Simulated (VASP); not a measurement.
Write the native input for VASP 6.6.1 that does the following.

- Task: relaxation of cell and atoms
- Functional: PBE
- Potentials or basis: VASP PAW PBE potentials, release 64 (Si, B)
- Cutoff: 520 eV
- k mesh: 6 × 10 × 8
- Occupations: gaussian, width 0.1 eV
- Spin: no spin polarisation
- Further INCAR settings: ALGO = Normal; EDIFF = 1e-07; IBRION = 2; POTIM = 0.3; EDIFFG = -0.005; NSW = 60; ISIF = 3

The structure of SiB lies in POSCAR:

```
SiB                                     
1.0
    5.2452009974      0.0000000000      0.0000000000
    0.0000000000      2.9769923199     -0.0000000000
    0.0000000000     -0.0000000000      5.6587852952
  Si              B             
     4     4
Direct
     0.8310939627743527    0.7500000000000000    0.0937094346549895
     0.1689060372256476    0.2500000000000000    0.9062905653450105
     0.6689060372256475    0.2500000000000000    0.5937094346549894
     0.3310939627743525    0.7500000000000000    0.4062905653450109
     0.9303710729455903    0.7500000000000000    0.4443772424304240
     0.0696289270544093    0.2500000000000000    0.5556227575695760
     0.4303710729455905    0.7500000000000000    0.0556227575695761
     0.5696289270544097    0.2500000000000000    0.9443772424304240
```

The cell was built by a generator and needn't be a form met in nature.

One way to write it, as run:

INCAR

```
ALGO     = Normal         # electronic algorithm
EDIFF    = 1E-7           # SCF threshold, eV
EDIFFG   = -0.005         # ionic threshold
ENCUT    = 520            # plane-wave cutoff, eV
GGA      = PE             # functional
IBRION   = 2              # ionic algorithm
ISIF     = 3              # what is computed and relaxed
ISMEAR   = 0              # smearing method
KPAR     = 4            
LASPH    = True           # aspherical terms in the spheres
LCHARG   = False          # write CHGCAR
LREAL    = False          # projectors in reciprocal space
LWAVE    = False          # write WAVECAR
NELM     = 120            # most SCF steps
NSW      = 60             # ionic steps
POTIM    = 0.3            # step
PREC     = Accurate       # precision mode
SIGMA    = 0.1            # smearing width, eV
```

KPOINTS

```
k-points
0
Gamma
  6 10 8
```

Potentials or basis: VASP PAW PBE potentials, release 64 (Si, B).

Run with:

```sh
$ cat potpaw_PBE.64/Si/POTCAR potpaw_PBE.64/B/POTCAR > POTCAR
$ mpirun -np 4 vasp_std > vasp.out
```

It gave:

```
Relaxed volume                         : 11.05 Å³/atom
Relaxed cell                           : a = 5.240 Å, b = 2.977 Å, c = 5.670 Å, α = 90.00°, β = 90.00°, γ = 90.00°
Space group after relaxing (to 0.05 Å) : Pnma (No. 62)
Energy gained by relaxing              : 0.0 meV/atom
Ionic steps                            : 9
Pressure after relaxing                : 0.0 GPa
Largest force after relaxing           : 0.003 eV/Å
Band gap on the k mesh                 : none (metal or under the smearing width)
```

Wall time 110 s on 4 MPI ranks on Intel(R) Xeon(R) Platinum 8559C (Emerald Rapids) (shared host), peak memory 0.31 GiB a rank.
